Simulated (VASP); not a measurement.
# BaTiO3: the band gap up a ladder of functionals, part 2 of 7

Aim: the band gap of BaTiO3 at many levels of theory on one cell, with the cost of each. The start is a cell from a database of measured crystal structures.

VASP 6.6.1, plane waves and PAW; the level of theory is named at each step.

So far, least gap on mesh and path (eV): step 2 (bands, level LDA, k 4×4×4) 1.63.

## Step 3: Bands with PBEsol, k 4×4×4

This step: PBEsol; plane waves and PAW (Ba_sv, Ti_sv, O) (VASP 6.6.1).

PBEsol restores the gradient expansion of exchange and is tuned for the cells of solids.

INCAR reads:

```
SYSTEM = BaTiO3
PREC = Accurate
ENCUT = 520
EDIFF = 1E-06
NELM = 100
ISMEAR = 0
SIGMA = 0.02
LREAL = .FALSE.
ALGO = Normal
GGA = PS
NBANDS = 35
LASPH = .TRUE.
LORBIT = 11
LWAVE = .FALSE.
LCHARG = .FALSE.
KPAR = 8
```

POSCAR reads:

```
BaTiO3
1.0
    4.0060000000      0.0000000000      0.0000000000
    0.0000000000      4.0060000000      0.0000000000
    0.0000000000      0.0000000000      4.0060000000
Ba Ti O
1 1 3
Direct
    0.5000000000      0.5000000000      0.5000000000
    0.0000000000      0.0000000000      0.0000000000
    0.5000000000      0.0000000000      0.0000000000
    0.0000000000      0.5000000000      0.0000000000
    0.0000000000      0.0000000000      0.5000000000
```

KPOINTS reads:

```
Automatic mesh
0
Gamma
4 4 4
0 0 0
```

KPOINTS_OPT reads:

```
Line mode
16
Line-mode
Reciprocal
  0.00000000   0.00000000   0.00000000 GAMMA
  0.00000000   0.50000000   0.00000000 X

  0.00000000   0.50000000   0.00000000 X
  0.50000000   0.50000000   0.00000000 M

  0.50000000   0.50000000   0.00000000 M
  0.00000000   0.00000000   0.00000000 GAMMA

  0.00000000   0.00000000   0.00000000 GAMMA
  0.50000000   0.50000000   0.50000000 R

  0.50000000   0.50000000   0.50000000 R
  0.00000000   0.50000000   0.00000000 X

  0.50000000   0.50000000   0.00000000 M
  0.50000000   0.50000000   0.50000000 R
```

The projector-augmented-wave data sets are Ba_sv, Ti_sv and O (PBE family, release 64).

Run with:

```
$ mpirun -np 8 vasp_std
```

Numbers of over 12 decimals in the logs are rounded to 6 here.

Log:

```text
[banner, memory and clock lines left out]
running    8 mpi-ranks, on    1 nodes
 distrk:  each k-point on    1 cores,    8 groups
 distr:  one band on    1 cores,    1 groups

 POSCAR found type information on POSCAR BaTiO
 POSCAR found :  3 types and       5 ions
 [... a notice as in an earlier step ...]

 [... a notice as in an earlier step ...]

 LDA part: xc-table for (Slater+PW92), standard interpolation
 POSCAR, INCAR and KPOINTS ok, starting setup
 FFT: planning ... GRIDC
 FFT: planning ... GRID_SOFT
 FFT: planning ... GRID
 WAVECAR not read
 entering main loop
       N       E                     dE             d eps       ncg     rms          rms(c)
DAV:   1     0.391109156513E+03    0.39111E+03   -0.19240E+04   700   0.121E+03
DAV:   2    -0.121646354320E+02   -0.40327E+03   -0.37315E+03   773   0.347E+02
DAV:   3    -0.505874792531E+02   -0.38423E+02   -0.37739E+02   854   0.112E+02
DAV:   4    -0.523174845158E+02   -0.17300E+01   -0.17236E+01  1021   0.206E+01
DAV:   5    -0.523379302901E+02   -0.20446E-01   -0.20424E-01   861   0.221E+00    0.225E+01
DAV:   6    -0.425209936547E+02    0.98169E+01   -0.27538E+01   859   0.512E+01    0.986E+00
DAV:   7    -0.421288602251E+02    0.39213E+00   -0.53136E+00   830   0.171E+01    0.666E+00
DAV:   8    -0.419780131054E+02    0.15085E+00   -0.93756E-01   844   0.822E+00    0.236E+00
DAV:   9    -0.420047308819E+02   -0.26718E-01   -0.15461E-01   869   0.226E+00    0.191E+00
DAV:  10    -0.419573102654E+02    0.47421E-01   -0.17732E-01   771   0.371E+00    0.217E-01
DAV:  11    -0.419563585691E+02    0.95170E-03   -0.95552E-03   814   0.923E-01    0.190E-01
DAV:  12    -0.419562443079E+02    0.11426E-03   -0.11859E-03   855   0.283E-01    0.361E-02
DAV:  13    -0.419562435477E+02    0.76024E-06   -0.17509E-04   832   0.117E-01    0.338E-02
DAV:  14    -0.419562337578E+02    0.97899E-05   -0.35376E-05   836   0.513E-02    0.504E-03
DAV:  15    -0.419562337152E+02    0.42634E-07   -0.24792E-06   790   0.131E-02
   1 F= -.41956234E+02 E0= -.41956234E+02  d E =-.569798E-43
 Start KPOINTS_OPT (optional k-point list driver)
k-point batch [1-10\96]
       N       E                     dE             ncg
DAV:   1     0.972789960780E+02   -0.17410E+04      700
DAV:   2    -0.359334246519E+04   -0.36906E+04      767
DAV:   3    -0.394041783088E+04   -0.34708E+03      871
DAV:   4    -0.395223821577E+04   -0.11820E+02     1016
DAV:   5    -0.395248343952E+04   -0.24522E+00      797
DAV:   6    -0.395248813399E+04   -0.46945E-02      897
DAV:   7    -0.395248826841E+04   -0.13441E-03      837
DAV:   8    -0.395248827303E+04   -0.46246E-05      787
DAV:   9    -0.395248827321E+04   -0.17426E-06      629
[...]
k-point batch [91-96\96]
       N       E                     dE             ncg
DAV:   1     0.561868197502E+04   -0.89741E+04      420
DAV:   2     0.336400294973E+04   -0.22547E+04      436
DAV:   3     0.314448249718E+04   -0.21952E+03      574
DAV:   4     0.313653504717E+04   -0.79475E+01      592
DAV:   5     0.313638468911E+04   -0.15036E+00      496
DAV:   6     0.313638076367E+04   -0.39254E-02      546
DAV:   7     0.313638066160E+04   -0.10206E-03      544
DAV:   8     0.313638065973E+04   -0.18757E-05      431
DAV:   9     0.313638065965E+04   -0.76218E-07      368
```

Run time: 35 s. Hardware: 8 MPI ranks of AMD EPYC 7R43, shared host; peak memory 1.3 GiB.

OUTCAR, selected parts (step 3):

```text
The static configuration has the point symmetry O_h .

 Found     10 irreducible k-points:

   NELECT =      40.0000    total number of electrons

 E-fermi :   3.8670

 k-point     1 :       0.0000    0.0000    0.0000
  band No.  band energies     occupation
    ...
     16       2.5693      2.00000
     17       2.5693      2.00000
     18       3.5280      2.00000
     19       3.5280      2.00000
     20       3.5280      2.00000
     21       5.3507      0.00000
     22       5.3507      0.00000
     23       5.3507      0.00000
     24       7.5715      0.00000
     25       7.5715      0.00000
    ...

 k-point     2 :       0.2500    0.0000    0.0000
  band No.  band energies     occupation
    ...
     16       2.0626      2.00000
     17       2.1006      2.00000
     18       2.4110      2.00000
     19       3.1939      2.00000
     20       3.1939      2.00000
     21       5.4309      0.00000
     22       6.3394      0.00000
     23       6.3394      0.00000
     24       7.5757      0.00000
     25       8.7813      0.00000
    ...

  Total       -1.1057399     -1.1057399     -1.1057399     -0.0000000      0.0000000     -0.0000000
  in kB      -27.5569241    -27.5569241    -27.5569241     -0.0000000      0.0000000     -0.0000000
  external PRESSURE =     -27.5569241 kB  Pullay stress =       0.0000000 kB

  FREE ENERGIE OF THE ION-ELECTRON SYSTEM (eV)
  ---------------------------------------------------
  free  energy   TOTEN  =       -41.9562337152 eV

  energy  without entropy=      -41.9562337152  energy(sigma->0) =      -41.95623372

 total charge
# of ion       s       p       d       tot
------------------------------------------
    1        2.003   5.633   0.335   7.971
    2        2.211   6.274   1.700  10.185
    3        1.558   3.446   0.000   5.004
    4        1.558   3.446   0.000   5.004
    5        1.558   3.446   0.000   5.004
--------------------------------------------------
tot          8.889  22.244   2.035  33.168

[... 9 parts as in an earlier step ...]

[... 5 further parts left out ...]
```

The PAW data sets were made with PBE, which is usual practice but a small mismatch for other functionals. At this level the cell is under a tension of 2.8 GPa, so at these settings it is away from equilibrium.

This step gave:

- SCF cycles: 15
- free energy (TOTEN): -41.96 eV
- Fermi energy: 3.867 eV
- pressure: -2.756 GPa
- least gap on mesh and path: 1.675 eV
- least direct gap on mesh and path: 1.823 eV

Electronic bands along the path, in eV, zero at the valence-band top; v1 is the highest filled band, c1 the lowest empty one:

```
          point     v4     v3     v2     v1    c1    c2    c3    c4
              Γ  -1.11  -0.15  -0.15  -0.15  1.68  1.68  1.68  3.90
0.47 of the way  -1.53  -1.17  -0.45  -0.45  1.75  2.57  2.57  3.90
              X  -1.86  -1.86  -0.72  -0.72  1.84  3.46  3.46  3.90
0.53 of the way  -1.37  -1.35  -1.12  -0.46  2.81  3.46  3.59  4.59
              M  -1.75  -0.88  -0.88  -0.09  3.47  3.47  3.87  4.74
0.47 of the way  -1.54  -1.05  -1.01  -0.47  2.71  2.85  3.09  4.50
              Γ  -1.11  -0.15  -0.15  -0.15  1.68  1.68  1.68  3.90
0.47 of the way  -2.34  -0.73  -0.73  -0.64  2.99  3.01  3.01  5.70
              R  -2.42   0.00   0.00   0.00  4.14  4.14  4.14  6.62
0.47 of the way  -2.27  -0.86  -0.57  -0.43  3.34  3.71  3.72  6.02
              X  -1.86  -1.86  -0.72  -0.72  1.84  3.46  3.46  3.90
      jump to M  -1.75  -0.88  -0.88  -0.09  3.47  3.47  3.87  4.74
0.47 of the way  -2.53  -0.58  -0.58  -0.05  3.74  3.74  3.99  6.03
              R  -2.42   0.00   0.00   0.00  4.14  4.14  4.14  6.62
```

Of the projections kept (Ba, Ti, O), the largest for each band there; the rest of the weight can lie on other orbitals:

| point | v4 | v3 | v2 | v1 | c1 | c2 | c3 | c4 |
| --- | --- | --- | --- | --- | --- | --- | --- | --- |
| Γ | O 1.00 | O 0.95 | O 0.95 | O 0.95 | Ti 0.97 | Ti 0.97 | Ti 0.97 | Ti 0.95 |
| X | O 0.70 | O 0.70 | O 0.93 | O 0.93 | Ti 1.00 | Ti 0.80 | Ti 0.80 | Ti 0.95 |
| M | O 0.86 | O 0.88 | O 0.88 | O 0.97 | Ti 0.82 | Ti 0.82 | Ti 0.87 | Ti 0.88 |
| Γ | O 1.00 | O 0.95 | O 0.95 | O 0.95 | Ti 0.97 | Ti 0.97 | Ti 0.97 | Ti 0.95 |
| R | O 0.57 | O 1.00 | O 1.00 | O 1.00 | Ti 0.82 | Ti 0.82 | Ti 0.82 | Ba 0.84 |
| X | O 0.70 | O 0.70 | O 0.93 | O 0.93 | Ti 1.00 | Ti 0.80 | Ti 0.80 | Ti 0.95 |

The gap is 1.68 eV, indirect, from R to Γ. Against LDA that is +0.05 eV; the cost is about the same.

## Step 4: Bands with PBE, k 4×4×4

This step: PBE; plane waves and PAW (Ba_sv, Ti_sv, O) (VASP 6.6.1).

PBE, the usual starting point, adds the gradient of the density.

Changes to INCAR since step 3:

```diff
@@ -9,3 +9,3 @@
 ALGO = Normal
-GGA = PS
+GGA = PE
 NBANDS = 35
```

POSCAR is that of step 3.

KPOINTS is that of step 3.

KPOINTS_OPT is that of step 3.

Run with:

```
$ mpirun -np 8 vasp_std
```

Log:

```text
[banner, memory and clock lines left out]
running    8 mpi-ranks, on    1 nodes
[...]
[... a notice as in an earlier step ...]

 LDA part: xc-table for (Slater+PW92), standard interpolation
 POSCAR, INCAR and KPOINTS ok, starting setup
[...]
entering main loop
       N       E                     dE             d eps       ncg     rms          rms(c)
DAV:   1     0.395248901662E+03    0.39525E+03   -0.19293E+04   700   0.121E+03
DAV:   2    -0.101265743946E+02   -0.40538E+03   -0.37540E+03   765   0.348E+02
DAV:   3    -0.492030511415E+02   -0.39076E+02   -0.38337E+02   862   0.112E+02
DAV:   4    -0.509734100402E+02   -0.17704E+01   -0.17640E+01  1018   0.209E+01
[...]
DAV:  15    -0.399536071132E+02   -0.15922E-05   -0.10046E-05   815   0.231E-02    0.195E-02
DAV:  16    -0.399536003174E+02    0.67958E-05   -0.16112E-05   833   0.325E-02    0.181E-03
DAV:  17    -0.399536005085E+02   -0.19106E-06   -0.70648E-07   610   0.508E-03
   1 F= -.39953601E+02 E0= -.39953601E+02  d E =-.240878E-70
 Start KPOINTS_OPT (optional k-point list driver)
k-point batch [1-10\96]
       N       E                     dE             ncg
DAV:   1     0.150548058224E+03   -0.16877E+04      700
DAV:   2    -0.355525087570E+04   -0.37058E+04      767
DAV:   3    -0.390386386884E+04   -0.34861E+03      871
DAV:   4    -0.391575100162E+04   -0.11887E+02     1016
DAV:   5    -0.391600177942E+04   -0.25078E+00      789
DAV:   6    -0.391600661769E+04   -0.48383E-02      897
DAV:   7    -0.391600675572E+04   -0.13803E-03      845
DAV:   8    -0.391600676043E+04   -0.47110E-05      787
DAV:   9    -0.391600676060E+04   -0.16988E-06      642
[...]
k-point batch [91-96\96]
       N       E                     dE             ncg
DAV:   1     0.564742419217E+04   -0.89454E+04      420
DAV:   2     0.338688463977E+04   -0.22605E+04      436
DAV:   3     0.316689829443E+04   -0.21999E+03      574
DAV:   4     0.315888765784E+04   -0.80106E+01      584
DAV:   5     0.315872302006E+04   -0.16464E+00      496
DAV:   6     0.315871870579E+04   -0.43143E-02      538
DAV:   7     0.315871859263E+04   -0.11316E-03      552
DAV:   8     0.315871859036E+04   -0.22612E-05      431
DAV:   9     0.315871859028E+04   -0.84365E-07      368
```

Elapsed: 44 s, on 8 MPI ranks; peak memory 1.4 GiB.

OUTCAR, selected parts (step 4):

```text
  Total        1.3969296      1.3969296      1.3969296      0.0000000     -0.0000000      0.0000000
  in kB       34.8138666     34.8138666     34.8138666      0.0000000     -0.0000000      0.0000000
  external PRESSURE =      34.8138666 kB  Pullay stress =       0.0000000 kB

 POSITION                                       TOTAL-FORCE (eV/Angst)
 -----------------------------------------------------------------------------------
      2.00300      2.00300      2.00300         0.000000      0.000000      0.000000
      0.00000      0.00000      0.00000         0.000000      0.000000      0.000000
      2.00300      0.00000      0.00000         0.000000      0.000000      0.000000
      0.00000      2.00300      0.00000         0.000000      0.000000      0.000000
      0.00000      0.00000      2.00300         0.000000      0.000000      0.000000
 -----------------------------------------------------------------------------------
    total drift:                                0.000000     -0.000000      0.000000

  FREE ENERGIE OF THE ION-ELECTRON SYSTEM (eV)
  ---------------------------------------------------
  free  energy   TOTEN  =       -39.9536005085 eV

  energy  without entropy=      -39.9536005085  energy(sigma->0) =      -39.95360051

[... 2 parts as in an earlier step ...]

[... 1 further part left out ...]
[key lines of the parts left out:]
E-fermi :   4.0676
```

At this level the cell is under a pressure of 3.5 GPa, so at these settings it is away from equilibrium.

The electronic bands at the labelled points (eV, zero at the valence-band top; v1 is the highest filled band, c1 the lowest empty one):

```csv
point,v4,v3,v2,v1,c1,c2,c3,c4
Γ,-1.09,-0.15,-0.15,-0.15,1.72,1.72,1.72,3.86
0.47 of the way,-1.50,-1.15,-0.45,-0.45,1.79,2.59,2.59,3.87
X,-1.83,-1.83,-0.72,-0.72,1.88,3.45,3.45,3.87
0.53 of the way,-1.34,-1.33,-1.11,-0.45,2.82,3.46,3.60,4.56
M,-1.72,-0.87,-0.87,-0.09,3.46,3.46,3.87,4.71
0.47 of the way,-1.52,-1.03,-1.00,-0.47,2.73,2.86,3.11,4.47
Γ,-1.09,-0.15,-0.15,-0.15,1.72,1.72,1.72,3.86
0.47 of the way,-2.31,-0.73,-0.73,-0.63,3.00,3.02,3.02,5.67
R,-2.41,0.00,0.00,0.00,4.12,4.12,4.12,6.71
0.47 of the way,-2.24,-0.85,-0.56,-0.42,3.34,3.70,3.71,5.98
X,-1.83,-1.83,-0.72,-0.72,1.88,3.45,3.45,3.87
jump to M,-1.72,-0.87,-0.87,-0.09,3.46,3.46,3.87,4.71
0.47 of the way,-2.50,-0.57,-0.57,-0.05,3.73,3.73,3.98,6.02
R,-2.41,0.00,0.00,0.00,4.12,4.12,4.12,6.71
```

Of the projections kept (Ba, Ti, O), the largest for each band there; the rest of the weight can lie on other orbitals:

| point | v4 | v3 | v2 | v1 | c1 | c2 | c3 | c4 |
| --- | --- | --- | --- | --- | --- | --- | --- | --- |
| Γ | O 1.00 | O 0.95 | O 0.95 | O 0.95 | Ti 0.97 | Ti 0.97 | Ti 0.97 | Ti 0.95 |
| X | O 0.71 | O 0.71 | O 0.94 | O 0.94 | Ti 1.00 | Ti 0.80 | Ti 0.80 | Ti 0.95 |
| M | O 0.86 | O 0.89 | O 0.89 | O 0.97 | Ti 0.82 | Ti 0.82 | Ti 0.87 | Ti 0.88 |
| Γ | O 1.00 | O 0.95 | O 0.95 | O 0.95 | Ti 0.97 | Ti 0.97 | Ti 0.97 | Ti 0.95 |
| R | O 0.58 | O 1.00 | O 1.00 | O 1.00 | Ti 0.82 | Ti 0.82 | Ti 0.82 | Ba 0.84 |
| X | O 0.71 | O 0.71 | O 0.94 | O 0.94 | Ti 1.00 | Ti 0.80 | Ti 0.80 | Ti 0.95 |

The gap is 1.72 eV, indirect, from R to Γ. Against LDA that is +0.09 eV; this run took 1.3 times the core time.

## Step 5: Bands with r2SCAN, k 4×4×4

This step: r2SCAN; plane waves and PAW (Ba_sv, Ti_sv, O) (VASP 6.6.1).

r2SCAN adds the kinetic-energy density, costs more than a GGA and is run with LASPH.

Changes to INCAR since step 4:

```diff
@@ -9,5 +9,5 @@
 ALGO = Normal
-GGA = PE
+METAGGA = R2SCAN
+LASPH = .TRUE.
 NBANDS = 35
-LASPH = .TRUE.
 LORBIT = 11
```

POSCAR is that of step 4.

KPOINTS is that of step 4.

KPOINTS_OPT is that of step 4.

Run with:

```
$ mpirun -np 8 vasp_std
```

Log:

```text
[banner, memory and clock lines left out]
running    8 mpi-ranks, on    1 nodes
[...]
[... a notice as in an earlier step ...]

 [... a notice as in an earlier step ...]

 LDA part: xc-table for (None), standard interpolation
 POSCAR, INCAR and KPOINTS ok, starting setup
[...]
entering main loop
       N       E                     dE             d eps       ncg     rms          rms(c)
DAV:   1     0.362379043603E+03    0.36238E+03   -0.19647E+04   700   0.123E+03
DAV:   2    -0.550898525337E+02   -0.41747E+03   -0.38749E+03   757   0.357E+02
DAV:   3    -0.954611671338E+02   -0.40371E+02   -0.39551E+02   881   0.115E+02
DAV:   4    -0.972743210221E+02   -0.18132E+01   -0.18046E+01  1021   0.214E+01
[...]
DAV:  14    -0.742196164753E+02    0.25260E-06   -0.19939E-05   831   0.295E-02    0.297E-02
DAV:  15    -0.742196074708E+02    0.90046E-05   -0.13263E-05   775   0.321E-02    0.757E-03
DAV:  16    -0.742196078291E+02   -0.35836E-06   -0.30609E-06   823   0.142E-02
   1 F= -.74219608E+02 E0= -.74219608E+02  d E =-.118507E-21
 Start KPOINTS_OPT (optional k-point list driver)
k-point batch [1-10\96]
       N       E                     dE             ncg
DAV:   1    -0.143888846113E+02   -0.18527E+04      700
DAV:   2    -0.387394529727E+04   -0.38596E+04      767
DAV:   3    -0.423384136135E+04   -0.35990E+03      868
DAV:   4    -0.424592617985E+04   -0.12085E+02     1016
DAV:   5    -0.424617788741E+04   -0.25171E+00      792
DAV:   6    -0.424618265372E+04   -0.47663E-02      897
DAV:   7    -0.424618279103E+04   -0.13731E-03      845
DAV:   8    -0.424618279582E+04   -0.47882E-05      789
DAV:   9    -0.424618279599E+04   -0.17362E-06      629
[...]
k-point batch [91-96\96]
       N       E                     dE             ncg
DAV:   1     0.554333860961E+04   -0.90494E+04      420
DAV:   2     0.319396264340E+04   -0.23494E+04      436
DAV:   3     0.296858192119E+04   -0.22538E+03      542
DAV:   4     0.295954373629E+04   -0.90382E+01      608
DAV:   5     0.295936638629E+04   -0.17735E+00      512
DAV:   6     0.295936204369E+04   -0.43426E-02      586
DAV:   7     0.295936197269E+04   -0.71002E-04      509
DAV:   8     0.295936197028E+04   -0.24120E-05      429
DAV:   9     0.295936197017E+04   -0.10937E-06      381
```

The job ended after 1.9 min (8 MPI ranks; peak memory 1.4 GiB; 15 min of CPU time).

From OUTCAR (step 5):

```text
  Total        0.1538018      0.1538018      0.1538018      0.0000000     -0.0000000      0.0000000
  in kB        3.8330019      3.8330019      3.8330019      0.0000000     -0.0000000      0.0000000
  external PRESSURE =       3.8330019 kB  Pullay stress =       0.0000000 kB

  FREE ENERGIE OF THE ION-ELECTRON SYSTEM (eV)
  ---------------------------------------------------
  free  energy   TOTEN  =       -74.2196078291 eV

  energy  without entropy=      -74.2196078291  energy(sigma->0) =      -74.21960783

[... 3 parts as in an earlier step ...]

[... 1 further part left out ...]
[key lines of the parts left out:]
E-fermi :   3.6473
```

Electronic bands along the path, in eV, zero at the valence-band top; v1 is the highest filled band, c1 the lowest empty one:

```
          point     v4     v3     v2     v1    c1    c2    c3    c4
              Γ  -1.12  -0.16  -0.16  -0.16  2.11  2.11  2.11  4.13
0.47 of the way  -1.51  -1.15  -0.46  -0.46  2.18  2.96  2.96  4.13
              X  -1.83  -1.83  -0.75  -0.75  2.26  3.82  3.82  4.14
0.53 of the way  -1.38  -1.34  -1.13  -0.45  3.18  3.82  3.98  4.87
              M  -1.79  -0.89  -0.89  -0.09  3.83  3.83  4.27  5.04
0.47 of the way  -1.53  -1.04  -1.02  -0.48  3.10  3.21  3.50  4.77
              Γ  -1.12  -0.16  -0.16  -0.16  2.11  2.11  2.11  4.13
0.47 of the way  -2.32  -0.73  -0.73  -0.65  3.38  3.40  3.40  6.01
              R  -2.43   0.00   0.00   0.00  4.51  4.51  4.51  7.40
0.47 of the way  -2.25  -0.85  -0.56  -0.43  3.71  4.08  4.10  6.34
              X  -1.83  -1.83  -0.75  -0.75  2.26  3.82  3.82  4.14
      jump to M  -1.79  -0.89  -0.89  -0.09  3.83  3.83  4.27  5.04
0.47 of the way  -2.51  -0.57  -0.57  -0.05  4.11  4.11  4.37  6.42
              R  -2.43   0.00   0.00   0.00  4.51  4.51  4.51  7.40
```

Of the projections kept (Ba, Ti, O), the largest for each band there; the rest of the weight can lie on other orbitals:

```csv
point,v4,v3,v2,v1,c1,c2,c3,c4
Γ,O 1.00,O 0.95,O 0.95,O 0.95,Ti 0.97,Ti 0.97,Ti 0.97,Ti 0.96
X,O 0.73,O 0.73,O 0.94,O 0.94,Ti 1.00,Ti 0.82,Ti 0.82,Ti 0.96
M,O 0.86,O 0.89,O 0.89,O 0.98,Ti 0.84,Ti 0.84,Ti 0.87,Ti 0.89
Γ,O 1.00,O 0.95,O 0.95,O 0.95,Ti 0.97,Ti 0.97,Ti 0.97,Ti 0.96
R,O 0.59,O 1.00,O 1.00,O 1.00,Ti 0.83,Ti 0.83,Ti 0.83,Ba 0.85
X,O 0.73,O 0.73,O 0.94,O 0.94,Ti 1.00,Ti 0.82,Ti 0.82,Ti 0.96
```

The gap is 2.11 eV, indirect, from R to Γ. Against LDA that is +0.48 eV; this run took 3.4 times the core time.

(Part 2 of 7 ends here.)

[Lines on the potential files, build, host, timing and source positions are cut from VASP's logs without a mark.]

[Logs are printed without paths, hosts, clocks, repeated set-up lines and the standing remarks that a program may print on its own settings, such as how far it seeks lower states.]

[Hosts, paths, dates, database ids (printed as entryN), source tags and the programs' standing remarks are cut or masked in the printed files.]

[A measured line is paired with the nearest computed mode of its activity, which favours agreement.]
